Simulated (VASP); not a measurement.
All values below come from PBE GGA, VASP's PBE PAW potentials (set 64) (plane waves; VASP 6.6.1). Each cell was relaxed at this level, without spin-orbit coupling.

Which of these comes out without a gap?
A. AlP, F-43m (216)
B. BeTe, F-43m (216)
C. GaN, P6_3mc (186)
D. CuAu, P4/mmm (123)

D, CuAu, P4/mmm (123). The others have gaps of 2.02 eV (BeTe, F-43m (216)), 1.63 eV (AlP, F-43m (216)), 1.72 eV (GaN, P6_3mc (186)).
